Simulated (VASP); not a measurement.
Level of theory: PBEsol GGA, VASP's PBE PAW potentials (set 64) (plane waves; VASP).

The input files of a VASP run:

### POSCAR
```
PbSe
1
    0.0000000000     3.0502166194     3.0502166194
    3.0502166194     0.0000000000     3.0502166194
    3.0502166194     3.0502166194     0.0000000000
Pb Se
1 1
Direct
  0.0000000000   0.0000000000   0.0000000000
  0.5000000000   0.5000000000   0.5000000000
```

**INCAR**
```
SYSTEM  =  PbSe
PREC  =  Normal; ENCUT  =  400; LREAL  =  .FALSE.
LASPH  =  .TRUE.
EDIFF  =  1E-5; NELM  =  100; NELMIN  =  4
ALGO  =  Fast; LMAXMIX  =  4
ISMEAR  =  0; SIGMA  =  0.05
GGA  =  PS
IBRION  =  2; NSW  =  20; ISIF  =  2
EDIFFG  =  -0.03
LWAVE  =  .FALSE.; LCHARG  =  .FALSE.
```

KPOINTS:
```
Automatic mesh
0
Gamma
8 8 8
0 0 0
```

POTCAR, in this order: Pb_d Se (PBE.64 set). Program: vasp_std.

Output of the run:

### OSZICAR
```
       N       E                     dE             d eps       ncg     rms          rms(c)
DAV:   1     0.139905701405E+03    0.13991E+03   -0.84184E+03   820   0.120E+03
DAV:   2     0.103889208920E+01   -0.13887E+03   -0.13589E+03   854   0.317E+02
DAV:   3    -0.896416997347E+01   -0.10003E+02   -0.99562E+01  1082   0.933E+01
DAV:   4    -0.916928586626E+01   -0.20512E+00   -0.20504E+00   884   0.162E+01
DAV:   5    -0.917671127544E+01   -0.74254E-02   -0.74253E-02  1062   0.292E+00    0.269E+00
RMM:   6    -0.892328720146E+01    0.25342E+00   -0.31898E-01   819   0.407E+00    0.152E+00
RMM:   7    -0.891811538350E+01    0.51718E-02   -0.15019E-01   887   0.244E+00    0.815E-01
RMM:   8    -0.891927913928E+01   -0.11638E-02   -0.19408E-02   820   0.195E+00    0.205E-01
RMM:   9    -0.891703487230E+01    0.22443E-02   -0.66611E-03   855   0.944E-01    0.577E-02
RMM:  10    -0.891706610357E+01   -0.31231E-04   -0.12008E-03   946   0.408E-01    0.243E-02
RMM:  11    -0.891708047887E+01   -0.14375E-04   -0.24620E-04   887   0.182E-01    0.117E-02
RMM:  12    -0.891708253129E+01   -0.20524E-05   -0.60981E-05   716   0.839E-02
   1 F= -.89170825E+01 E0= -.89170693E+01  d E =-.891708E+01
```

**OUTCAR**
```
------------------------ aborting loop because EDIFF is reached ----------------------------------------
  FORCE on cell =-STRESS in cart. coord.  units (eV):
  Direction    XX          YY          ZZ          XY          YZ          ZX
  --------------------------------------------------------------------------------------
  Total        0.0247896      0.0247896      0.0247896      0.0000000      0.0000000     -0.0000000
  in kB        0.6997751      0.6997751      0.6997751      0.0000000      0.0000000     -0.0000000
  external PRESSURE =       0.6997751 kB  Pullay stress =       0.0000000 kB
  volume of cell :       56.76
      direct lattice vectors                 reciprocal lattice vectors
     0.000000000  3.050216619  3.050216619    -0.163922784  0.163922784  0.163922784
     3.050216619  0.000000000  3.050216619     0.163922784 -0.163922784  0.163922784
     3.050216619  3.050216619  0.000000000     0.163922784  0.163922784 -0.163922784
  FREE ENERGIE OF THE ION-ELECTRON SYSTEM (eV)
  ---------------------------------------------------
  free  energy   TOTEN  =        -8.9170825313 eV

  energy  without entropy=       -8.9170559747  energy(sigma->0) =       -8.91706925

 reached required accuracy - stopping structural energy minimisation
```
(Selected blocks of OUTCAR.)

The compound is PbSe in the rock salt structure. It was relaxed first.
